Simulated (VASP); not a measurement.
Energy against volume of Li$_{2}$Se (antifluorite). Calculation: r2SCAN+rVV10, VASP's PBE PAW potentials (set 64) (plane waves; VASP).

```tsv
V (Å³/atom)	E (eV/atom)
16.593	-7.69030
17.123	-7.69620
17.652	-7.69801
18.182	-7.69618
18.711	-7.69117
```

Q: Fit a third-order Birch-Murnaghan equation of state.

A: 
The volume per atom is 17.64 Å³/atom and the bulk modulus is 36.5 GPa. The pressure derivative of the bulk modulus comes out as 3.20 and the lattice constant a is 596.0 pm.

Measured: a 6.002 Å (computed value off by -0.7 %), as given by Syrotyuk et al., Condensed Matter Physics (2015), arXiv:1510.06546. The calculation is for a static lattice, while the measured a holds thermal and zero-point effects, which are part of the difference.

The compound is Li2Se in the antifluorite structure. It was relaxed first.
